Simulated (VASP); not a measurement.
Here is the system:

```
HfC
1.0
    0.00000     2.36115     2.36115
    2.36115     0.00000     2.36115
    2.36115     2.36115     0.00000
Hf C
1 1
Direct
  0.00000   0.00000   0.00000
  0.50000   0.50000   0.50000
```

Level of theory: optB86b-vdW, VASP's PBE PAW potentials (set 64) (plane waves; VASP). Run with 520 eV cut-off, 14×14×14 Γ-centred mesh, first-order Methfessel-Paxton smearing of 0.10 eV, potentials Hf_pv C.

The job: HfC (rock salt), 2 atoms, optB86b-vdW, static run, 520 eV, 14×14×14 Γ-centred mesh. Roughly how much core time does it take on a busy server core?

About 40 core-seconds (one run on a shared machine, a rough figure). It had 104 irreducible k-points, 11 bands, up to 725 plane waves and 14 electronic steps.

The compound is HfC in the rock salt structure. This cell is one point of a volume scan, at 1.06 of the reference volume.
